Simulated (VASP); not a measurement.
Data:

```yaml
crystal:
  lattice:
    - [0.00000, 1.98600, 1.98600]
    - [1.98600, 0.00000, 1.98600]
    - [1.98600, 1.98600, 0.00000]
  atoms:
    - { symbol: Li, position: [0.00000, 0.00000, 0.00000] }
    - { symbol: H, position: [0.50000, 0.50000, 0.50000] }
```

Level of theory: revPBE GGA, VASP's PBE PAW potentials (set 64) (plane waves; VASP). Run with 520 eV cut-off, 11×11×11 Γ-centred mesh, Gaussian smearing of 0.050 eV, potentials Li_sv H.

Problem. Give the stress tensor in GPa (positive for a compressed cell).

Solution. 
```
2.28  0.00  0.00
0.00  2.28  0.00
0.00  0.00  2.28
```
The pressure is its mean diagonal, 2.28 GPa.

The compound is LiH in the rock salt structure. This cell is one point of a volume scan, at 0.94 of the reference volume.
